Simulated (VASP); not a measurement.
A run of VASP 6.6.1 is set up as follows.

Contents of INCAR:

```
ALGO     = Fast           # electronic algorithm
EDIFF    = 1E-6           # SCF threshold, eV
ENCUT    = 520            # plane-wave cutoff, eV
GGA      = PE             # functional
ISIF     = 2              # what is computed and relaxed
ISMEAR   = 0              # smearing method
LASPH    = T              # aspherical terms in the spheres
LCHARG   = F              # write CHGCAR
LREAL    = F              # projectors in reciprocal space
LWAVE    = F              # write WAVECAR
NBANDS   = 32             # bands
NELM     = 80             # most SCF steps
PREC     = Accurate       # precision mode
SIGMA    = 0.1            # smearing width, eV
```

KPOINTS

```
k-points
0
Gamma
  6 6 6
```

Contents of POSCAR:

```
Ca4F
1.0
    0.0000000000      5.3725244331      5.3725244331
    5.3725244331      0.0000000000      5.3725244331
    5.3725244331      5.3725244331      0.0000000000
Ca F
4 1
Direct
    0.6278004752      0.1165985745      0.6278004752
    0.6278004752      0.6278004752      0.6278004752
    0.1165985745      0.6278004752      0.6278004752
    0.6278004752      0.6278004752      0.1165985745
    0.5000000000      0.5000000000      0.5000000000
```

Potentials or basis: VASP PAW PBE potentials, release 64 (Ca_sv, F).

Command:

```sh
$ cat potpaw_PBE.64/Ca_sv/POTCAR potpaw_PBE.64/F/POTCAR > POTCAR
$ mpirun -np 1 vasp_std > vasp.out
```

Task: Predict the band gap on the k mesh.

Result: None (metal or under the smearing width).

Task: Predict the largest force.

Result: 0.011 eV/Å.

Forces in eV/Å, atoms in the order of the input:
```
Ca  -0.006  0.006 -0.006
Ca   0.006  0.006  0.006
Ca   0.006 -0.006 -0.006
Ca  -0.006 -0.006  0.006
F    0.000  0.000  0.000
```

Caveat: an odd number of electrons without spin polarisation forces a metal; a magnetic or distorted state may lie lower.
